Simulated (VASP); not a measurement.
Wanted: the native input for a VASP 6.6.1 run.

```yaml
Task: relaxation of cell and atoms
Functional: LDA
Potentials_or_basis: VASP PAW LDA potentials, release 64 (Sn_d, O)
Cutoff: 600 eV
k_mesh: 8 × 8 × 6
Occupations: gaussian, width 0.03 eV
Spin: no spin polarisation
Further_INCAR_settings: ALGO = Normal; EDIFF = 1e-07; IBRION = 2; EDIFFG = -0.005; NSW = 90; ISIF = 3
```

The structure of SnO (Romarchite) lies in POSCAR:

```
SnO                                     
1.0
    3.7676348455      0.0000000000      0.0000000000
    0.0000000000      3.7676348455      0.0000000000
    0.0000000000      0.0000000000      4.6340963092
  Sn              O             
     2     2
Direct
     0.5000000000000000    0.0000000000000000    0.2479354426635589
     0.0000000000000000    0.5000000000000000    0.7520645573364411
     0.0000000000000000    0.0000000000000000    0.0000000000000000
     0.5000000000000000    0.5000000000000000    0.0000000000000000
```

The input as run:

INCAR

```
SYSTEM = SnO
PREC = Accurate
ENCUT = 600
EDIFF = 1E-7
ISMEAR = 0
SIGMA = 0.03
LREAL = .FALSE.
LASPH = .TRUE.
NELM = 80
ALGO = Normal
ISIF = 3
LWAVE = .FALSE.
LCHARG = .FALSE.
IBRION = 2
NSW = 90
EDIFFG = -0.005
```

KPOINTS

```
regular mesh
0
G
  8 8 6
  0 0 0
```

Potentials or basis: VASP PAW LDA potentials, release 64 (Sn_d, O).

Launch:

```sh
$ cat potpaw_LDA.64/Sn_d/POTCAR potpaw_LDA.64/O/POTCAR > POTCAR
$ mpirun -np 1 vasp_std > vasp.out
```

It gave:

```
Pressure after relaxing : 0.0 GPa
Band gap on the k mesh  : none (metal or under the smearing width)
```

Caveat: the relaxation stopped at its first step, so nothing moved.

Run time: 72 s on 1 thread of Intel(R) Xeon(R) 6975P-C (Granite Rapids), with other jobs on the host, peak memory 0.22 GiB.
